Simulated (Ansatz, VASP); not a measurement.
# Cross-check of Ta (linear Ta chain) between VASP and Ansatz

One calculation is typed for both programs; each brings its own data sets. How far apart do they land? The structure shown is the end of the Ansatz relaxation below.

Program: Ansatz 0.2.0. Level of theory: plane waves, with VASP 6.6.1 beside it; single point at RPBE. Results are calculated unless marked as measured.

**1. Starting point**

The cell holds 1 atom: 1 Ta. Its edges and angles: a = 7.500 Å, b = 7.500 Å, c = 2.443 Å, α = 90.0°, β = 90.0°, γ = 90.0°. Vacuum lies along a and b. The structure's axis is c.

**2. Ansatz: relaxation, RPBE**

Ansatz runs on its default PAW (the set named soft_2) files.

This run makes the geometry at which the two programs are then compared.

Contents of input.yaml:

```yaml
crystal:
  lattice:
    - [7.5, 0.0, 0.0]
    - [0.0, 7.5, 0.0]
    - [0.0, 0.0, 3.162]
  atoms:
    - { symbol: Ta, position: [0.5, 0.5, 0.0], spin: 2.0 }
magnetization:
  spin_polarized: true
kpoints:
  mp_grid: { grid: [1, 1, 26] }
scf:
  occupations: { method: fermi_dirac, width: 0.05 }
hamiltonian:
  xc: rpbe
relax:
  cell: { fix: [a, b, alpha, beta, gamma] }
  max_steps: 60
```

On the command line:

```sh
$ ansatz run input.yaml --threads 4 --pin off --max-ram 8192MiB --backend cpu --events-out ev --progress --plain --runs-dir out
```

Numbers of over 12 decimals in the logs are rounded to 6 here.

What it wrote:

```text
Engine: ansatz 0.2.0, x86_64-unknown-linux-gnu
Pseudopotentials: kind: paw
Pseudopotential: Ta, paw, valence charge 13, recommended cutoff 420 eV (normal), Ta.paw.azcp
Functional definition: RPBE
  parameter kappa = 0.804
  parameter beta = 0.066725
  exchange = rpbe_x(kappa = kappa, mu = beta*pi^2/3)
  correlation = pbe_c(beta = beta)
Crystal: 1 atoms, lattice volume = 177.862 Å³
Basis set: ecut = 420 eV, 3507 PW (Γ), exchange–correlation on 108×108×48 points (8 copies of the dense FFT grid, shifted against one another)
Bands: 12, of which v1, the nominal top of the filled ones, is band 7 counted from 1 (6 counted from 0)
Symmetry: 16 space group operations
Space group: P4/mmm (ITA 123), of the structure as read, at distance tolerance 5.6e-5 Å
Magnetic group: BNS 123.339 (UNI 999), of the structure as read, at distance tolerance 5.6e-5 Å
k-points: 14 of 26
Non-local potential: Ta, projectors of the file, l = 0: 3, l = 1: 2, l = 2: 2, l = 3: 1
PAW form: soft (Blöchl's): semilocal exchange-correlation on the pseudo side does not see the compensation charge
PAW frozen core: Ta, regenerated for the run's functional, and the local potential with it (the file was generated under x = pbe(κ = 0.804, μ = 0.219515), c = pbe(β = 0.066725))
PAW one-centre angular grid: Ta, 590 points (default); XC on 64 Gauss nodes
Initial density: superposition of atomic densities (neutral atoms: chi_scale 0, normalization atom)
Starting moments: Σ|m| = 2 μB on 1 of 1 site
Initial wavefunctions: pseudopotential atomic-orbital guess
Functional: x = rpbe, c = pbe(β = 0.066725)
SCF iter   1: F=—  HF=-9938.704184 eV  |F-HF|=—  |Δ(HF+E_count)|=         —  Δρ=8.24e-3 (↑5.09e-3 ↓8.24e-3)  dr2=4.06e-1  dr2_m=2.49e-2  M=2.455 μB ∫|m|=2.455 μB  β_m=0.30  ethr=3.10e-3  ⟨swp⟩=5.3  Hψ=1775  notcnv=0
Mixer restart at iter 1: flushing history
preconditioner: auto → LDOS  [metal: Δε(μ)=0.015 eV  Ē_g=3.081 eV  σ=0.050 eV  W_gap=0.07  n_scr=12 (ndim 8)  ℏωp=6.2 eV  f_vac=0.576  D(μ)=5.35/eV (n_scr^D=38)]
spin=Collinear: LDOS preconditioning applied to the charge; magnetization (m = ρ↑ − ρ↓) channel mixes plain (no charge-response kernel on spin).
SCF iter   2: F=—  HF=-9938.716295 eV  |F-HF|=—  |Δ(HF+E_count)|=   1.21e-2  Δρ=6.35e-3 (↑4.05e-3 ↓6.35e-3)  dr2=2.08e-1  dr2_m=2.16e-2  M=2.572 μB ∫|m|=2.572 μB  β_m=0.63  ethr=3.10e-3  ⟨swp⟩=1.7  Hψ=616  notcnv=0  defer=2
SCF iter   3: F=—  HF=-9938.930526 eV  |F-HF|=—  |Δ(HF+E_count)|=         —  Δρ=9.64e-3 (↑9.64e-3 ↓8.80e-3)  dr2=6.53e-2  dr2_m=1.14e-1  M=3.623 μB ∫|m|=3.623 μB  β_m=0.63  ethr=1.60e-3  ⟨swp⟩=2.4  Hψ=564  notcnv=0  defer=4
Mixer restart at iter 3: flushing history
SCF iter   4: F=—  HF=-9938.995974 eV  |F-HF|=—  |Δ(HF+E_count)|=   6.54e-2  Δρ=4.17e-3 (↑4.17e-3 ↓3.31e-3)  dr2=1.98e-2  dr2_m=1.88e-2  M=3.687 μB ∫|m|=3.687 μB  β_m=0.82  ethr=5.02e-4  ⟨swp⟩=2.7  Hψ=684  notcnv=0  defer=4
SCF iter   5: F=—  HF=-9939.024996 eV  |F-HF|=—  |Δ(HF+E_count)|=   2.90e-2  Δρ=8.12e-4 (↑8.12e-4 ↓4.69e-4)  dr2=8.92e-4  dr2_m=4.35e-4  M=3.697 μB ∫|m|=3.697 μB  β_m=0.82  ethr=1.53e-4  ⟨swp⟩=3.1  Hψ=709  notcnv=0  defer=4
SCF iter   6: F=—  HF=-9939.026188 eV  |F-HF|=—  |Δ(HF+E_count)|=   1.19e-3  Δρ=2.44e-4 (↑2.09e-4 ↓2.44e-4)  dr2=2.22e-4  dr2_m=6.19e-5  M=3.698 μB ∫|m|=3.698 μB  β_m=0.91  ethr=6.86e-6  ⟨swp⟩=2.4  Hψ=667  notcnv=0  defer=6
SCF iter   7: F=—  HF=-9939.026537 eV  |F-HF|=—  |Δ(HF+E_count)|=   3.49e-4  Δρ=9.67e-5 (↑9.67e-5 ↓7.01e-5)  dr2=3.07e-5  dr2_m=7.66e-6  M=3.698 μB ∫|m|=3.698 μB  β_m=0.93  ethr=1.71e-6  ⟨swp⟩=2.5  Hψ=562  notcnv=0  defer=6
SCF iter   8: F=—  HF=-9939.026573 eV  |F-HF|=—  |Δ(HF+E_count)|=   3.60e-5  Δρ=2.35e-5 (↑2.35e-5 ↓7.84e-6)  dr2=8.40e-7  dr2_m=2.78e-7  M=3.698 μB ∫|m|=3.698 μB  β_m=0.96  ethr=2.36e-7  ⟨swp⟩=2.2  Hψ=495  notcnv=0  defer=6
SCF iter   9: F=—  HF=-9939.026575 eV  |F-HF|=—  |Δ(HF+E_count)|=   1.90e-6  Δρ=1.02e-5 (↑1.02e-5 ↓3.13e-6)  dr2=1.21e-7  dr2_m=4.78e-8  M=3.698 μB ∫|m|=3.698 μB  β_m=0.98  ethr=6.47e-9  ⟨swp⟩=2.4  Hψ=535  notcnv=0  defer=6
SCF iter  10: F=—  HF=-9939.026575 eV  |F-HF|=—  |Δ(HF+E_count)|=   8.29e-8  Δρ=5.68e-6 (↑5.68e-6 ↓8.27e-7)  dr2=2.56e-8  dr2_m=1.40e-8  M=3.698 μB ∫|m|=3.698 μB  β_m=0.99  ethr=9.28e-10  ⟨swp⟩=2.6  Hψ=558  notcnv=0  defer=6
SCF iter  11: F=-9939.026575 eV  HF=-9939.026575 eV  |F-HF|=1.88e-7  |Δ(HF+E_count)|=   9.76e-8  Δρ=2.83e-6 (↑2.83e-6 ↓3.61e-7)  dr2=5.66e-9  dr2_m=3.40e-9  M=3.698 μB ∫|m|=3.698 μB  ethr=1.97e-10  ⟨swp⟩=1.7  Hψ=1113  notcnv=0
SCF 1 converged in 11 iterations: F = -9939.026575 eV  dr2 = 5.66e-9
  greatest PAW one-centre occupation: 0.999 electrons in one spin orbital (limit 2), on the Ta atom at site 0 (counted from 0), in its partial waves of l = 0
[...]
preconditioner: auto → none  [insulator: Δε(μ)=0.197 eV  Ē_g=4.447 eV  σ=0.050 eV  W_gap=0.68  n_scr=12 (ndim 8)  ℏωp=7.1 eV  f_vac=0.591  D(μ)=1.59/eV (n_scr^D=8)  ε∞_Penn≈3.5]
SCF iter   2: F=—  HF=-9939.955877 eV  |F-HF|=—  |Δ(HF+E_count)|=   2.66e-3  Δρ=6.80e-4 (↑4.41e-4 ↓6.80e-4)  dr2=1.27e-3  dr2_m=2.14e-4  M=1.178 μB ∫|m|=1.179 μB  β_m=0.44  ethr=4.26e-5  ⟨swp⟩=1.6  Hψ=367  notcnv=0
SCF iter   3: F=—  HF=-9939.958019 eV  |F-HF|=—  |Δ(HF+E_count)|=   2.14e-3  Δρ=1.91e-4 (↑1.64e-4 ↓1.91e-4)  dr2=3.12e-5  dr2_m=3.25e-5  M=1.178 μB ∫|m|=1.179 μB  β_m=0.51  ethr=9.78e-6  ⟨swp⟩=2.2  Hψ=428  notcnv=0
SCF iter   4: F=—  HF=-9939.958361 eV  |F-HF|=—  |Δ(HF+E_count)|=   3.42e-4  Δρ=6.06e-5 (↑6.06e-5 ↓5.48e-5)  dr2=1.71e-6  dr2_m=3.68e-6  M=1.180 μB ∫|m|=1.180 μB  β_m=0.72  ethr=2.40e-7  ⟨swp⟩=2.0  Hψ=452  notcnv=0
SCF iter   5: F=—  HF=-9939.958396 eV  |F-HF|=—  |Δ(HF+E_count)|=   3.51e-5  Δρ=6.27e-6 (↑5.68e-6 ↓6.27e-6)  dr2=3.29e-8  dr2_m=3.02e-8  M=1.181 μB ∫|m|=1.181 μB  β_m=0.83  ethr=1.31e-8  ⟨swp⟩=2.0  Hψ=512  notcnv=0
iter 6 did not close the SCF: its close was put off for a magnetic moment that had not settled (scf_convergence_deferred on its scf_iter line)
SCF iter   6: F=-9939.958396 eV  HF=-9939.958396 eV  |F-HF|=1.46e-9  |Δ(HF+E_count)|=   5.30e-8  Δρ=1.54e-6 (↑1.54e-6 ↓1.29e-6)  dr2=3.54e-9  dr2_m=1.86e-9  M=1.181 μB ∫|m|=1.181 μB  β_m=0.91  ethr=2.53e-10  ⟨swp⟩=2.3  Hψ=1125  notcnv=0
SCF iter   7: F=-9939.958396 eV  HF=-9939.958396 eV  |F-HF|=1.46e-11  |Δ(HF+E_count)|=   4.73e-9  Δρ=3.39e-7 (↑3.39e-7 ↓1.84e-7)  dr2=1.96e-10  dr2_m=6.55e-11  M=1.181 μB ∫|m|=1.181 μB  ethr=2.73e-11  ⟨swp⟩=1.6  Hψ=950  notcnv=0
SCF 7 converged in 7 iterations: F = -9939.958396 eV  dr2 = 1.96e-10
relax step   7: F+E_penalty+E_count = -9939.95839627 eV  Δ(F+E_penalty+E_count) = -1.924e-2 eV  max|allowed force component| = 0.000e0 eV/Å  Δτ_max = 0.0000 Å  P = -0.132 GPa  Ω = 137.213 Å³  energy of the carried Pulay correction = +1.375e-3 eV  fix = [a, b, alpha, beta, gamma]  reactions: a -0.276, b -0.276 GPa  (7 SCF iters, dr2 threshold 1.00e-7 eV, accepted)
[...]
relax step   8: F+E_penalty+E_count = -9939.95849648 eV  Δ(F+E_penalty+E_count) = -1.002e-4 eV  max|allowed force component| = 0.000e0 eV/Å  Δτ_max = 0.0000 Å  P = -0.184 GPa  Ω = 137.439 Å³  energy of the carried Pulay correction = +1.366e-3 eV  fix = [a, b, alpha, beta, gamma]  reactions: a -0.276, b -0.276 GPa  (6 SCF iters, dr2 threshold 6.06e-8 eV, accepted)
[...]
relax step   9: F+E_penalty+E_count = -9939.95806709 eV  Δ(F+E_penalty+E_count) = +4.294e-4 eV  max|allowed force component| = 0.000e0 eV/Å  Δτ_max = 0.0000 Å  P = -0.188 GPa  Ω = 137.439 Å³  fix = [a, b, alpha, beta, gamma]  reactions: a -0.278, b -0.278 GPa  stress off target by 6.64e-3 GPa on what of the cell is left free  SCF on the basis re-selected at this cell (its energy is not comparable with the rows above)  (6 SCF iters)
basis re-selected at this cell: Δ(F+E_penalty+E_count) = +4.294e-4 eV, ΔP = -0.003 GPa vs the last step (what re-selecting the basis moved, of the pressure what is left beyond the Pulay correction that the steps carried, after the strain that the cell walked since its last selection, with what the two solves' SCF thresholds leave and, on support functions, any second-order correction that the steps lacked; it is no measure of the basis error at this ecutwfc). The dense FFT grid was sized anew with the basis: this SCF ran on 54×54×18 points, the steps before it on 54×54×24, so part of this shift can come from that change (see relax.cell in the input reference). [rest of the remark cut]
SCF converged after 6 iterations
Magnetization: 1.1829 μB (7.0915 up, 5.9085 down)
Absolute magnetization: 1.1832 μB (∫|ρ↑−ρ↓|, with the PAW one-centre terms)
Spin contamination: 0.0033 ħ² per cell (⟨S²⟩ above its minimum at these occupations)
Per-site moments (μB) at R_I (Å): [(0.507798, 1.007887)]
Free energy (F): -9939.958067 eV
Harris-Foulkes:  -9939.958067 eV  (|F-HF|=5.46e-12)
Internal energy: -9939.944610 eV  (E = F + TS)
E sigma→0 (E₀):  -9939.951339 eV
Entropy (-TS):   -0.013457 eV (-13.457 meV/atom)
Fermi energy:    -0.780671 eV
--- Per-component energies (eV) ---
  E_band       = -360.309159
  E_kinetic    = 363.287894
  E_local      = -2354.144940  (includes V_loc(G=0)·N_el)
  E_nonlocal   = 16.125357
  E_hartree    = 962.221842
  E_xc         = -214.852714
  E_vxc        = -198.371359  (∫ρ·V_xc dr)
  E_paw        = -8408.843981  (= ΣΔE_a)
  E_vpaw       = -111.649985  (= ΣTr[D̂ρ^β])
  E_aug_tail   = 0.000158  (compensation charges beyond the density's cutoff)
  E_ewald      = -303.710400
  E_core_change = -0.027827  (= ΣΔE_core)
  E_smearing   = -0.013457  (= −TS)
  E_closure    = 0.000000  (closes the sum)
  Σ components = -9939.958067   (vs F -9939.958067, Δ=0.00e0)
--- Forces (eV/Å), atoms counted from 1 ---
  atom   1  Ta     0.00000000    -0.00000000     0.00000000
  max |Σ_I F_I| component: 1.26e-29 eV/Å
--- Stress (GPa, compression-positive) ---
       -0.278353       0.000000       0.000000
        0.000000      -0.278353       0.000000
        0.000000       0.000000      -0.006643
  P = ⅓ Tr σ = -0.1878 GPa (-1.878 kbar)
--- Relaxed structure (8 steps of the walk, 8 accepted, 1 SCFs on fresh bases) ---
  F+E_penalty+E_count = -9939.95806709 eV   max|allowed force component| = 0.000e0 eV/Å   (the final SCF, on the basis selected at the relaxed cell)
  cell:  # Å, volume = 137.4391 Å³
    - [7.5, 0.0, 0.0]
    - [0.0, 7.5, 0.0]
    - [0.0, 0.0, 2.443361]
  atoms:
    - { symbol: Ta, position: [0.5, 0.5, 0.0] }
```

Reading the cycles: dr2 is the Hartree energy of the density residual (eV), the measure of convergence; HF is the Harris–Foulkes estimate of the energy, which meets the free energy F at convergence.

**3. VASP: single point, RPBE**

The same cell, functional, mesh and smearing now go to VASP, with its own data sets.

Lines of VASP's logs that name or quote its potential files are left out, and so is its time.

Contents of INCAR:

```
SYSTEM = Ta
PREC = Accurate
ENCUT = 500
EDIFF = 1E-06
NELM = 200
ISMEAR = -1
SIGMA = 0.05
LREAL = .FALSE.
ALGO = Normal
GGA = RP
NBANDS = 13
ISPIN = 2
MAGMOM = 0.51
LASPH = .TRUE.
LMAXMIX = 4
LORBIT = 11
LWAVE = .FALSE.
LCHARG = .FALSE.
ISIF = 2
GGA_COMPAT = .FALSE.
```

Contents of POSCAR:

```
Ta
1.0
    7.5000000000      0.0000000000      0.0000000000
    0.0000000000      7.5000000000      0.0000000000
    0.0000000000      0.0000000000      2.4433613766
Ta
1
Direct
    0.5000000000      0.5000000000      0.0000000000
```

Contents of KPOINTS:

```
Automatic mesh
0
Gamma
1 1 26
0 0 0
```

PAW data sets: Ta_pv (PBE family, release 64).

On the command line:

```sh
$ mpirun -np 1 vasp_std
```

What it wrote:

```text
[banner, memory and clock lines left out]
running    1 mpi-ranks, on    1 nodes
 distrk:  each k-point on    1 cores,    1 groups
 distr:  one band on    1 cores,    1 groups

 POSCAR found type information on POSCAR Ta
 POSCAR found :  1 types and       1 ions
|                                                                             |
|               ----> ADVICE to this user running VASP <----                  |
|                                                                             |
|     You enforced a specific xc type in the INCAR file but a different       |
|     [... a line on the potential file left out ...]
|     I HOPE YOU KNOW WHAT YOU ARE DOING!                                     |
|                                                                             |

 LDA part: xc-table for (Slater+PW92), standard interpolation
 POSCAR, INCAR and KPOINTS ok, starting setup
 FFT: planning ... GRIDC
 FFT: planning ... GRID_SOFT
 FFT: planning ... GRID
 WAVECAR not read
 entering main loop
       N       E                     dE             d eps       ncg     rms          rms(c)
DAV:   1     0.289533891992E+02    0.28953E+02   -0.55625E+03   952   0.567E+02
DAV:   2    -0.459129284571E+01   -0.33545E+02   -0.29488E+02   978   0.112E+02
DAV:   3    -0.695180963467E+01   -0.23605E+01   -0.21534E+01   962   0.227E+01
DAV:   4    -0.699283309643E+01   -0.41023E-01   -0.40794E-01   822   0.324E+00
DAV:   5    -0.699355711544E+01   -0.72402E-03   -0.72373E-03   900   0.395E-01    0.814E+00
DAV:   6    -0.654174285049E+01    0.45181E+00   -0.32088E-01   728   0.369E+00    0.457E+00
DAV:   7    -0.640149393179E+01    0.14025E+00   -0.27057E-01   760   0.335E+00    0.166E+00
DAV:   8    -0.644780169049E+01   -0.46308E-01   -0.39091E-02   728   0.120E+00    0.951E-01
DAV:   9    -0.645391449617E+01   -0.61128E-02   -0.71107E-03   738   0.591E-01    0.527E-01
DAV:  10    -0.646233852015E+01   -0.84240E-02   -0.36064E-03   728   0.352E-01    0.312E-01
DAV:  11    -0.646893277217E+01   -0.65943E-02   -0.48456E-03   768   0.429E-01    0.118E-01
DAV:  12    -0.647721424076E+01   -0.82815E-02   -0.82832E-03   738   0.300E-01    0.448E-02
DAV:  13    -0.647711907657E+01    0.95164E-04   -0.21667E-03   728   0.185E-01    0.205E-02
DAV:  14    -0.647714127084E+01   -0.22194E-04   -0.30150E-04   748   0.112E-01    0.140E-02
DAV:  15    -0.647716459355E+01   -0.23323E-04   -0.23609E-04   728   0.101E-01    0.548E-03
DAV:  16    -0.647717775099E+01   -0.13157E-04   -0.32763E-04   728   0.113E-01    0.319E-03
DAV:  17    -0.647718062668E+01   -0.28757E-05   -0.49813E-04   728   0.133E-01    0.236E-03
DAV:  18    -0.647714170833E+01    0.38918E-04   -0.38196E-04   728   0.116E-01    0.976E-04
DAV:  19    -0.647712161273E+01    0.20096E-04   -0.16555E-04   728   0.754E-02    0.588E-04
DAV:  20    -0.647711336637E+01    0.82464E-05   -0.57350E-05   728   0.433E-02    0.277E-04
DAV:  21    -0.647711038929E+01    0.29771E-05   -0.12473E-05   738   0.200E-02    0.135E-04
DAV:  22    -0.647711016271E+01    0.22659E-06   -0.25814E-06   738   0.919E-03
   1 F= -.64771102E+01 E0= -.64702194E+01  d E =-.137814E-01  mag=     1.1866
```

(Part 1 of 2 ends here.)

[Lines on the potential files, build, host, timing and source positions are cut from VASP's logs without a mark.]

[Logs are printed without paths, hosts, clocks, repeated set-up lines and the standing remarks that a program may print on its own settings, such as how far it seeks lower states.]

[Hosts, paths, dates, database ids (printed as entryN), source tags and the programs' standing remarks are cut or masked in the printed files.]
